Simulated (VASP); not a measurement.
Consider the following.

```yaml
crystal:
  lattice:
    - [0.00000, 3.02801, 3.02801]
    - [3.02801, 0.00000, 3.02801]
    - [3.02801, 3.02801, 0.00000]
  atoms:
    - { symbol: Ca, position: [0.00000, 0.00000, 0.00000] }
    - { symbol: Se, position: [0.50000, 0.50000, 0.50000] }
```

Calculation: vdW-DF2, VASP's PBE PAW potentials (set 64) (plane waves; VASP). Settings: 520 eV cut-off, 9×9×9 Γ-centred mesh, tetrahedra with Blöchl corrections, potentials Ca_sv Se.

Estimate the energy per atom (σ→0).

```
Property                        Value
---------------------  --------------
energy per atom (σ→0)  -2.671 eV/atom
```

The compound is CaSe in the rock salt structure. It was relaxed first, which changed the volume by +7 %.
